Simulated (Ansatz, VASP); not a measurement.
# Lu4Te2W (Lu/WTe2/Lu): VASP beside Ansatz, part 2 of 2

Wanted: the spread between two codes on one cell, functional and k mesh.  The structure shown is the end of the VASP relaxation below.

VASP 6.6.1 and Ansatz 0.2.0.

So far: Set-up; VASP: relaxation, PBE.

In doubt: too few empty bands were carried, so the values of those runs are not to be relied on.

## (3) Ansatz: single point, PBE

Level of this step: Ansatz beside VASP: Kohn-Sham DFT, plane waves, PBE (Ansatz).

Ansatz runs on its default PAW (the set named soft_2) files.

The same cell, functional, mesh and smearing now go to Ansatz, which takes its cutoff from its data sets.

input.yaml

```yaml
crystal:
  lattice:
    - [3.52, 0.0, 0.0]
    - [-1.76, 3.04840942, 0.0]
    - [0.0, 0.0, 48.83]
  atoms:
    - { symbol: Lu, position: [0.33333333, 0.66666667, 0.15719316] }
    - { symbol: Lu, position: [0.0, 0.0, 0.21239838] }
    - { symbol: Lu, position: [0.33333333, 0.66666667, 0.26881569] }
    - { symbol: Lu, position: [0.0, 0.0, 0.32438003] }
    - { symbol: Lu, position: [0.66666667, 0.33333333, 0.67560122] }
    - { symbol: Lu, position: [0.0, 0.0, 0.73127334] }
    - { symbol: Lu, position: [0.66666667, 0.33333333, 0.78776803] }
    - { symbol: Lu, position: [0.0, 0.0, 0.84294796] }
    - { symbol: Te, position: [0.0, 0.0, 0.38849231] }
    - { symbol: Te, position: [0.0, 0.0, 0.46333308] }
    - { symbol: Te, position: [0.66666667, 0.33333333, 0.53652473] }
    - { symbol: Te, position: [0.66666667, 0.33333333, 0.61140415] }
    - { symbol: W, position: [0.66666667, 0.33333333, 0.42607544] }
    - { symbol: W, position: [0.33333333, 0.66666667, 0.57379249] }
hamiltonian:
  xc: pbe
  pseudopotentials: { kind: paw }
kpoints:
  mp_grid: { grid: [9, 9, 1] }
scf:
  occupations: { method: fermi_dirac, width: 0.1 }
  n_extra_bands: 7
efield:
  axis: 3
  dipole_correction: true
  ramp_width: 0.04
output:
  forces: true
  eigenvalues: true
```

Run with:

```sh
> ansatz run input.yaml --threads 4 --pin off --max-ram 9216MiB --backend cpu --events-out ev --progress --plain --runs-dir out
```

Numbers of over 12 decimals in the logs are rounded to 6 here.

Output:

```text
scf.n_extra_bands = 7 over 146 filled bands (N_el = 292.0): the run solves 153 bands
Engine: ansatz 0.2.0, aarch64-unknown-linux-gnu
Pseudopotentials: kind: paw
Pseudopotential: Lu, paw, valence charge 25, recommended cutoff 420 eV (normal), Lu.paw.azcp
Pseudopotential: Te, paw, valence charge 16, recommended cutoff 420 eV (normal), Te.paw.azcp
Pseudopotential: W, paw, valence charge 14, recommended cutoff 420 eV (normal), W.paw.azcp
Functional definition: PBE
  parameter kappa = 0.804
  parameter beta = 0.066725
  exchange = pbe_x(kappa = kappa, mu = beta*pi^2/3)
  correlation = pbe_c(beta = beta)
Crystal: 14 atoms, lattice volume = 523.965 Å³
Basis set: ecut = 420 eV, 10165 PW (Γ), exchange–correlation on 48×48×720 points (8 copies of the dense FFT grid, shifted against one another)
Bands: 153, of which v1, the nominal top of the filled ones, is band 146 counted from 1 (145 counted from 0)
Symmetry: 6 space group operations
Space group: P3m1 (ITA 156), of the structure as read, at distance tolerance 8.1e-5 Å
k-points: 12 of 81 (time reversal used)
Non-local potential: Lu, projectors of the file, l = 0: 3, l = 1: 2, l = 2: 2, l = 3: 3
Non-local potential: Te, projectors of the file, l = 0: 2, l = 1: 2, l = 2: 2, l = 3: 2
Non-local potential: W, projectors of the file, l = 0: 3, l = 1: 2, l = 2: 2, l = 3: 1
PAW form: soft (Blöchl's): semilocal exchange-correlation on the pseudo side does not see the compensation charge
PAW one-centre angular grid: Lu, 590 points (default); XC on 64 Gauss nodes
PAW one-centre angular grid: Te, 590 points (default); XC on 64 Gauss nodes
PAW one-centre angular grid: W, 590 points (default); XC on 64 Gauss nodes
Initial density: superposition of atomic densities (neutral atoms: chi_scale 0, normalization atom), corrected by the library's trained network
Initial wavefunctions: pseudopotential atomic-orbital guess
Functional: x = pbe(κ = 0.804, μ = 0.219515), c = pbe(β = 0.066725)
SCF iter   1: F=—  HF=-166547.421601 eV  |F-HF|=—  |Δ(HF+E_count)|=         —  Δρ=5.59e-3  dr2=7.50e0  ethr=1.77e-3  p=-0.001 e·Å  D=-4.30e-4 V/Å  ΔV_dip=0.02 eV  dr2_dipole=1.04e0  V_vac-E_F(+/−)=3.45/3.43 eV  ⟨swp⟩=7.2  Hψ=8446  notcnv=0
efield: sawtooth ramp at fractional position 0.9801 (placed from the atoms, in the widest stretch of the axis that holds none; the zero of the levels goes with the place), width 0.0400; the density the first Hamiltonian is built on has a dipole p = -0.001 e·Å; the dipole correction subtracts the counter field D = -4.30e-4 V/Å, which shifts the + side's vacuum level by +0.02 eV against the − side's; the planar-averaged density in the ramp window peaks in size at 4.9e-5 e/Å³
preconditioner: auto → LDOS  [metal: Δε(μ)=0.024 eV  Ē_g=10.044 eV  σ=0.100 eV  W_gap=0.06  n_scr=164 (ndim 8)  ℏωp=24.1 eV  f_vac=0.248  D(μ)=19.49/eV (n_scr^D=190)  β→1.0]
SCF iter   2: F=—  HF=-166547.361690 eV  |F-HF|=—  |Δ(HF+E_count)|=   5.99e-2  Δρ=2.30e-3  dr2=1.93e-1  ethr=1.77e-3  p=0.000 e·Å  D=2.35e-5 V/Å  ΔV_dip=-0.00 eV  dr2_dipole=4.71e-7  V_vac-E_F(+/−)=3.47/3.47 eV  ⟨swp⟩=1.7  Hψ=2376  notcnv=0
SCF iter   3: F=—  HF=-166547.373179 eV  |F-HF|=—  |Δ(HF+E_count)|=   1.15e-2  Δρ=2.10e-3  dr2=1.35e-1  ethr=6.60e-5  p=0.000 e·Å  D=4.07e-6 V/Å  ΔV_dip=-0.00 eV  dr2_dipole=1.66e-4  V_vac-E_F(+/−)=3.47/3.47 eV  ⟨swp⟩=2.9  Hψ=3657  notcnv=0
SCF iter   4: F=—  HF=-166547.360116 eV  |F-HF|=—  |Δ(HF+E_count)|=   1.31e-2  Δρ=8.77e-4  dr2=8.68e-3  ethr=4.62e-5  p=0.000 e·Å  D=2.30e-5 V/Å  ΔV_dip=-0.00 eV  dr2_dipole=2.73e-4  V_vac-E_F(+/−)=3.48/3.48 eV  ⟨swp⟩=2.2  Hψ=3833  notcnv=0
SCF iter   5: F=—  HF=-166547.357654 eV  |F-HF|=—  |Δ(HF+E_count)|=   2.46e-3  Δρ=2.49e-4  dr2=2.71e-3  ethr=2.97e-6  p=0.000 e·Å  D=2.35e-5 V/Å  ΔV_dip=-0.00 eV  dr2_dipole=2.53e-4  V_vac-E_F(+/−)=3.47/3.48 eV  ⟨swp⟩=3.0  Hψ=4948  notcnv=0
SCF iter   6: F=—  HF=-166547.357516 eV  |F-HF|=—  |Δ(HF+E_count)|=   1.37e-4  Δρ=1.27e-4  dr2=9.51e-4  ethr=9.27e-7  p=0.000 e·Å  D=2.02e-5 V/Å  ΔV_dip=-0.00 eV  dr2_dipole=8.03e-6  V_vac-E_F(+/−)=3.48/3.48 eV  ⟨swp⟩=2.2  Hψ=2992  notcnv=0
SCF iter   7: F=—  HF=-166547.357495 eV  |F-HF|=—  |Δ(HF+E_count)|=   2.17e-5  Δρ=6.12e-5  dr2=2.31e-4  ethr=3.26e-7  p=0.000 e·Å  D=2.10e-5 V/Å  ΔV_dip=-0.00 eV  dr2_dipole=4.62e-7  V_vac-E_F(+/−)=3.48/3.48 eV  ⟨swp⟩=2.1  Hψ=3215  notcnv=0
SCF iter   8: F=—  HF=-166547.357493 eV  |F-HF|=—  |Δ(HF+E_count)|=   1.36e-6  Δρ=3.67e-5  dr2=3.79e-5  ethr=7.91e-8  p=0.000 e·Å  D=2.32e-5 V/Å  ΔV_dip=-0.00 eV  dr2_dipole=1.17e-6  V_vac-E_F(+/−)=3.48/3.48 eV  ⟨swp⟩=2.1  Hψ=3092  notcnv=0
SCF iter   9: F=—  HF=-166547.357689 eV  |F-HF|=—  |Δ(HF+E_count)|=   1.96e-4  Δρ=1.34e-5  dr2=5.83e-6  ethr=1.30e-8  p=0.000 e·Å  D=2.43e-5 V/Å  ΔV_dip=-0.00 eV  dr2_dipole=1.35e-6  V_vac-E_F(+/−)=3.48/3.48 eV  ⟨swp⟩=2.6  Hψ=3339  notcnv=0
SCF iter  10: F=—  HF=-166547.357690 eV  |F-HF|=—  |Δ(HF+E_count)|=   4.48e-7  Δρ=6.24e-6  dr2=4.47e-7  ethr=2.00e-9  p=0.000 e·Å  D=2.57e-5 V/Å  ΔV_dip=-0.00 eV  dr2_dipole=2.50e-7  V_vac-E_F(+/−)=3.48/3.48 eV  ⟨swp⟩=2.2  Hψ=3476  notcnv=0
SCF iter  11: F=-166547.357690 eV  HF=-166547.357690 eV  |F-HF|=6.09e-8  |Δ(HF+E_count)|=   1.45e-8  Δρ=3.16e-6  dr2=8.30e-8  ethr=3.42e-11  p=0.000 e·Å  D=2.62e-5 V/Å  ΔV_dip=-0.00 eV  dr2_dipole=6.87e-9  V_vac-E_F(+/−)=3.48/3.48 eV  ⟨swp⟩=8.3  Hψ=12259  notcnv=0
WARN: the bands leave out some 1.635e-3 electrons a cell, over the threshold 1e-3 (by scf.eigensolver.empty_state_threshold): the first level above them, at 9.6680 eV, would hold 2.022e-2 of 2 at k-index 11, k = (0.3333, 0.3333, 0.0000) — raise scf.n_extra_bands (try 176 bands in all)
SCF 1 converged in 11 iterations: F = -166547.357690 eV  dr2 = 8.30e-8
  greatest PAW one-centre occupation: 0.999 electrons in one spin orbital (limit 2), on the W atom at site 12 (counted from 0), in its partial waves of l = 0
SCF converged after 11 iterations
Free energy (F): -166547.357690 eV
Harris-Foulkes:  -166547.357690 eV  (|F-HF|=6.09e-8)
Internal energy: -166546.775239 eV  (E = F + TS)
E sigma→0 (E₀):  -166547.066464 eV
Entropy (-TS):   -0.582451 eV (-41.604 meV/atom)
Fermi energy:    9.209574 eV
Dipole field:    D = 0.000095 V/Å  (p = 0.000275 e·Å, saw-weighted, corrected)
Work function:   Φ+ = 3.4737 eV   Φ− = 3.4784 eV
Levels:          The Fermi level and band energies are counted from a zero that moves with the ramp; work functions are not
--- Per-component energies (eV) ---
  E_band       = -2582.706575
  E_kinetic    = 4962.567011
  E_local      = -357442.404187  (includes V_loc(G=0)·N_el)
  E_nonlocal   = 3379.346797
  E_hartree    = 174212.925457
  E_xc         = -2769.752105
  E_vxc        = -2951.738300  (∫ρ·V_xc dr)
  E_paw        = -94772.322348  (= ΣΔE_a)
  E_vpaw       = 1043.704407  (= ΣTr[D̂ρ^β])
  E_aug_tail   = -0.000534  (compensation charges beyond the density's cutoff)
  E_efield     = 0.000000  (sawtooth field / dipole correction)
  E_vefield    = 0.000079  (∫n·V_field dr)
  E_ewald      = 105882.864670
  E_smearing   = -0.582451  (= −TS)
  E_closure    = 0.000000  (closes the sum)
  Σ components = -166547.357690   (vs F -166547.357690, Δ=0.00e0)
--- Forces (eV/Å), atoms counted from 1 ---
  atom   1  Lu     0.00000000    -0.00000000     0.01694950
  atom   2  Lu     0.00000000     0.00000000    -0.00977801
  atom   3  Lu     0.00000000    -0.00000000    -0.01382309
  atom   4  Lu    -0.00000000     0.00000000    -0.03021684
  atom   5  Lu     0.00000000     0.00000000     0.03332227
  atom   6  Lu     0.00000000    -0.00000000     0.00758536
  atom   7  Lu     0.00000000     0.00000000    -0.00028177
  atom   8  Lu     0.00000000    -0.00000000    -0.01438381
  atom   9  Te     0.00000000     0.00000000    -0.10817452
  atom  10  Te     0.00000000     0.00000000     0.07867803
  atom  11  Te     0.00000000     0.00000000    -0.05830064
  atom  12  Te    -0.00000000     0.00000000     0.10402614
  atom  13  W      0.00000000    -0.00000000    -0.02179786
  atom  14  W      0.00000000    -0.00000000     0.01619337
  max |Σ_I F_I| component: 1.85e-6 eV/Å
--- Band table (eV; the first three rows and the last of 12) ---
  k-point 0: bands = [... 142 lower, 9.3230, 9.3237, 9.9638, 9.9727, 10.6230, 10.6286, 11.1536, 11.1536, ... 3 higher]
  k-point 1: bands = [... 142 lower, 9.3496, 9.3502, 9.7664, 9.7737, 10.2805, 10.3029, 10.7301, 10.7449, ... 3 higher]
  k-point 2: bands = [... 142 lower, 9.2174, 9.2198, 9.3080, 9.3473, 9.5919, 9.6578, 9.9772, 9.9800, ... 3 higher]
  k-point 11: bands = [... 142 lower, 8.7124, 8.7146, 8.9035, 8.9036, 9.0033, 9.0035, 9.4606, 9.4823, ... 3 higher]
```

Elapsed: 66 s, on 4 threads of Arm Neoverse V1, shared host; peak memory 2.3 GiB; 4.3 min of CPU time.

The column dr2 measures how far the density is from self-consistency, as an energy; F and HF (Harris–Foulkes) agree once it is small.

## (4) Side by side

Known differences besides the PAW data sets themselves: the data sets hold 292 valence electrons in Ansatz (default PAW (the set named soft_2) files) and 236 in VASP; the cutoff is 420 eV in Ansatz and 300 eV in VASP (PREC = Normal, projectors in real space); VASP leaves aspherical gradient terms in its spheres out (LASPH is not set), Ansatz keeps them. Total energies have different zeros and are not compared.

At this near-relaxed geometry the largest component of a force difference is 86 meV/Å.

## (5) Looking for the cause

The difference is large enough to ask for its cause, so further runs change the set-up of one program at a time, as the table lists.

```csv
run,r.m.s. force difference (meV/Å)
as above,24
Ansatz's larger PAW set (cutoff 880 eV),26
```

## (6) Results

| Quantity | Value |
| --- | --- |
| r.m.s. force difference (single point, PBE) | 24 meV/Å |

The r.m.s. force difference is 24 meV/Å (single point, PBE), beyond the 12 meV/Å picked in this series as the mark of a large difference. For single point, PBE: no further run halves the r.m.s. force difference; only Ansatz's side was varied. 1 further run on this material is not shown. How closely two codes agree says nothing of how well the functional describes the real material.

[Lines on the potential files, build, host, timing and source positions are cut from VASP's logs without a mark.]

[Logs are printed without paths, hosts, clocks, repeated set-up lines and the standing remarks that a program may print on its own settings, such as how far it seeks lower states.]

[Hosts, paths, dates, database ids (printed as entryN), source tags and the programs' standing remarks are cut or masked in the printed files.]
